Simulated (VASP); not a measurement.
InP:

```
In P
1.0
     0.00000    2.93435    2.93435
     2.93435    0.00000    2.93435
     2.93435    2.93435    0.00000
In P
1 1
Direct
  0.00000 0.00000 0.00000
  0.25000 0.25000 0.25000
```

The cell was built by a generator and needn't be a form met in nature.

| Property | Result |
| --- | --- |
| Program | VASP 6.6.1 |
| Task | relaxation of cell and atoms |
| Functional | LDA |
| Potentials or basis | VASP PAW LDA potentials, release 64 (In_d, P) |
| Cutoff | 600 eV |
| k mesh | 8 × 8 × 8 |
| Occupations | gaussian, width 0.02 eV |
| Spin | no spin polarisation |

At the start: pressure -1.4 GPa; volume 25.27 Å³/atom.

Task: How do energy, volume and symmetry change on relaxing?

Result: Over 3 steps the energy falls by 2.3 meV/atom and the volume is 24.74 Å³/atom (-2.1 %); space group F-43m (No. 216, to 0.05 Å).

Step by step:
| step | energy change (eV) | largest force (eV/Å) | pressure (GPa) | volume (Å³) |
| --- | --- | --- | --- | --- |
| 1 | 0.0000 | 0.0000 | -1.36 | 50.53 |
| 2 | -0.0034 | 0.0000 | 0.81 | 48.98 |
| 3 | -0.0046 | 0.0000 | -0.07 | 49.49 |

Final structure:
```
CELL_PARAMETERS angstrom
0.00000 2.91398 2.91398
2.91398 0.00000 2.91398
2.91398 2.91398 0.00000
ATOMIC_POSITIONS crystal
In 0.00000 0.00000 0.00000
P 0.25000 0.25000 0.25000
```
